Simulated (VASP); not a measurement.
Given:

```yaml
crystal:
  lattice:
    - [2.86000, 0.00000, 0.00000]
    - [0.00000, 2.86000, 0.00000]
    - [0.00000, 0.00000, 2.86000]
  atoms:
    - { symbol: Al, position: [0.50000, 0.50000, 0.50000] }
    - { symbol: Co, position: [0.00000, 0.00000, 0.00000] }
```

The numbers are results of PBE GGA, VASP's PBE PAW potentials (set 64) (plane waves; VASP), not measurements. Settings: 200 eV cut-off, 11×11×11 Γ-centred mesh, first-order Methfessel-Paxton smearing of 0.10 eV, potentials Al Co.

At this cut-off the stress carries a Pulay error, which pulls relaxed volumes low.

Task: Give the stress tensor in GPa (positive for a compressed cell).

Result: 
```
-48.96    0.00    0.00
  0.00  -48.96    0.00
  0.00    0.00  -48.96
```
The pressure is its mean diagonal, -48.96 GPa.

The compound is CoAl in the CsCl type structure. The cell was not relaxed at this level. The run is one of a series of settings (ENCUT = 200 against the base run), some of them coarse on purpose. The run is not spin-polarised, so no magnetic state was tried.
